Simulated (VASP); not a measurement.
Consider the following.

```xyz
1
Lattice="-1.6313 1.6313 1.6313 1.6313 -1.6313 1.6313 1.6313 1.6313 -1.6313" Properties=species:S:1:pos:R:3 pbc="T T T"
Mo     0.0000     0.0000     0.0000
```

These are vdW-DF2, VASP's PBE PAW potentials (set 64) (plane waves; VASP) values and carry that method's errors. Numerical set-up: 520 eV cut-off, 16×16×16 Γ-centred mesh, first-order Methfessel-Paxton smearing of 0.10 eV, potentials Mo_sv.

Give the stress tensor in GPa (positive for a compressed cell).

```
-6.80   0.00   0.00
 0.00  -6.80   0.00
 0.00   0.00  -6.80
```
The pressure is its mean diagonal, -6.80 GPa.

The compound is Mo in the bcc structure. This cell is one point of a volume scan, at 1.03 of the reference volume.
